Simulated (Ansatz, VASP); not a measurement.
## One calculation of Sn3Cl2, two programs

```xyz
10
Lattice="3.4662 2.0012 6.3089 -3.4662 2.0012 6.3089 0.0000 -4.0024 6.3089" Properties=species:S:1:pos:R:3 pbc="T T T"
Sn   -1.3431   -2.0012    7.8862
Sn    2.4047   -0.1626    7.8862
Sn   -1.0615    2.1638    7.8862
Sn    1.3431    2.0012   11.0407
Sn   -2.4047    0.1626   11.0407
Sn    1.0615   -2.1638   11.0407
Cl    0.0000    0.0000   16.1291
Cl    0.0000    0.0000   12.2612
Cl    0.0000    0.0000    2.7978
Cl    0.0000    0.0000    6.6657
```

Alike in both runs: task single point; functional PBE; k mesh 3 × 3 × 3; occupations gaussian, width 0.1 eV; no spin polarisation.

|  | VASP | Ansatz |
| --- | --- | --- |
| version | VASP 6.6.1 | Ansatz 0.2.0 |
| potentials or method | VASP PAW PBE potentials, release 64 (Sn_d, Cl) | scalar-relativistic, plane waves, PAW |
| plane-wave cutoff (eV) | 520 | 420 |
| valence electrons in the cell | 112 | 112 |

|  | VASP | Ansatz | Ansatz less VASP |
| --- | --- | --- | --- |
| gap on the k mesh at the Fermi level (eV) | none | none | - |
| pressure (GPa) | 9.8 | 9.8 | -0.01 |
| largest component of the traceless stress (GPa) | 1.43 | 1.43 | -0.003 |
| rms of the force components (eV/Å) | 0.215 | 0.215 | -0.0003 |

Atom by atom the forces differ by 0.001 eV/Å (rms over components). A gap of «none» marks a metal or a gap that the smearing closes.

Caveats: the k mesh is coarse (spacing up to 0.37 Å⁻¹), so the values aren't converged.
